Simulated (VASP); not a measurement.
Here is the system:

```xyz
3
Lattice="1.4862 -2.5741 0.0000 1.4862 2.5741 0.0000 0.0000 0.0000 3.1312" Properties=species:S:1:pos:R:3 pbc="T T T"
Ti     0.0000     0.0000     0.0000
B      1.4862     0.8580     1.5656
B      1.4862    -0.8580     1.5656
```

These are PBE GGA, VASP's PBE PAW potentials (set 64) (plane waves; VASP) values and carry that method's errors. Numerical set-up: 620 eV cut-off, 12×12×10 Γ-centred mesh, first-order Methfessel-Paxton smearing of 0.10 eV, potentials Ti_sv B.

Energy and stress use the plane-wave basis of the starting cell.

Q: The ions, cell shape and volume at an external pressure of 30.0 GPa are relaxed. Give the cell that the relaxation ends in.

A: 
```xyz
3
Lattice="1.4733 -2.5518 0.0000 1.4733 2.5518 0.0000 0.0000 0.0000 3.0930" Properties=species:S:1:pos:R:3 pbc="T T T"
Ti     1.4733    -2.5518     0.0000
B      1.4733     0.8506     1.5465
B      1.4733    -0.8506     1.5465
```
Space group P6/mmm (191), at a tolerance of 0.03 Å.

Q: How do energy and volume change from the first to the last step?

A: The energy (σ→0) changes by +36.2 meV/atom and the volume by -2.9 %, in 5 ionic steps.

| step | E(σ→0) (eV) | max force (eV/Å) | pressure (GPa) | volume (Å³) |
|---|---|---|---|---|
| 1 | -24.3286 | 0.000 | 19.94 | 23.96 |
| 2 | -23.9793 | 0.000 | 47.51 | 22.26 |
| 3 | -24.2238 | 0.000 | 29.89 | 23.28 |
| 4 | -24.2213 | 0.000 | 30.00 | 23.27 |
| 5 | -24.2199 | 0.000 | 30.07 | 23.26 |

The compound is TiB2 in the AlB2 type structure. This run relaxes it under an external pressure of 30 GPa. Symmetry was kept, so distortions that lower it aren't found.
